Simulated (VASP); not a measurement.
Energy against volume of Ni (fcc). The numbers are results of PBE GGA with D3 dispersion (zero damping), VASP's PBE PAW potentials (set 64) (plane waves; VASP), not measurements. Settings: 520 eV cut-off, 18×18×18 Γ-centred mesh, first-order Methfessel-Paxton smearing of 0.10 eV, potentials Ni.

| V (Å³/atom) | E (eV/atom) |
|---|---|
| 10.176 | -5.86718 |
| 10.490 | -5.87419 |
| 10.805 | -5.86851 |
| 11.120 | -5.85225 |

Question: Fit these four points and predict the energy of the run at 9.861 Å³/atom.

Answer: A cubic in V^(−2/3), the third-order Birch-Murnaghan form, passes through the four points with V0 = 10.50 Å³/atom and B0 = 214 GPa, and gives -5.8448 eV/atom there. The run gave -5.8449 eV/atom, -0.1 meV/atom from the fit; all five points give B0 = 214 GPa.

The compound is Ni in the fcc structure. It was relaxed first.
